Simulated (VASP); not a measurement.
Consider the following.

```
KBr
1.0
    0.00000     2.68663     2.68663
    2.68663     0.00000     2.68663
    2.68663     2.68663     0.00000
K Br
1 1
Cartesian
  0.00000   0.00000   0.00000
  2.68663   2.68663   2.68663
```

Computed with PBE GGA, VASP's PBE PAW potentials (set 64) (plane waves; VASP). Settings: 500 eV cut-off, 9×9×9 Γ-centred mesh, Gaussian smearing of 0.050 eV, potentials K_sv Br.

**Question.** What does the run give for the energy per atom (σ→0), pressure?

**Answer.** 
| Item | Value |
|---|---|
| energy per atom (σ→0) | -1.749 eV/atom |
| pressure | 44.99 GPa |

Only differences to runs with the same potentials and settings are physical.

The compound is KBr in the rock salt structure. It was relaxed first under an external pressure of 45 GPa.
